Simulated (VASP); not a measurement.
Computed with PBE GGA, VASP's PBE PAW potentials (set 64) (plane waves; VASP 6.6.1).

A VASP calculation is set up with these files.

File KPOINTS:
```
Automatic mesh
0
Gamma
10 10 10
0 0 0
```

**INCAR**
```
SYSTEM  =  PbF2
PREC  =  Accurate; ENCUT  =  400; LREAL  =  .FALSE.
LASPH  =  .TRUE.
EDIFF  =  1E-6; NELM  =  100; ALGO  =  Normal
LMAXMIX  =  4
ISMEAR  =  0; SIGMA  =  0.01
GGA  =  PE
ISIF  =  2
LWAVE  =  .FALSE.; LCHARG  =  .FALSE.
```

**POSCAR**
```
PbF2
1
    0.0000000000     2.9192010000     2.9192010000
    2.9192010000     0.0000000000     2.9192010000
    2.9192010000     2.9192010000     0.0000000000
Pb F
1 2
Direct
  0.0000000000   0.0000000000   0.0000000000
  0.7500000000   0.7500000000   0.7500000000
  0.2500000000   0.2500000000   0.2500000000
```

POTCAR, in this order: Pb_d F (PBE.64 set). Program: vasp_std.

Q: Estimate the energy per atom (σ→0).

A: 
```
Item                            Value
---------------------  --------------
energy per atom (σ→0)  -4.767 eV/atom
```

**OSZICAR**
```
...
DAV:   7    -0.143069833237E+02    0.46894E-02   -0.35505E-01  1702   0.408E+00    0.155E+00
DAV:   8    -0.143026901865E+02    0.42931E-02   -0.84185E-02  1700   0.376E+00    0.445E-01
DAV:   9    -0.143006361523E+02    0.20540E-02   -0.14785E-02  2132   0.107E+00    0.947E-02
DAV:  10    -0.143017117742E+02   -0.10756E-02   -0.11286E-03  1696   0.281E-01    0.248E-02
DAV:  11    -0.143017226626E+02   -0.10888E-04   -0.60912E-05  1776   0.736E-02    0.750E-03
DAV:  12    -0.143017296668E+02   -0.70042E-05   -0.11364E-05  1692   0.283E-02    0.224E-03
DAV:  13    -0.143017297144E+02   -0.47603E-07   -0.82232E-07  1504   0.954E-03
   1 F= -.14301730E+02 E0= -.14301730E+02  d E =-.133325E-23
```

The structure comes from a computed database's PbF2 entry; how it stands against other phases isn't given here. The cell was not relaxed at this level.
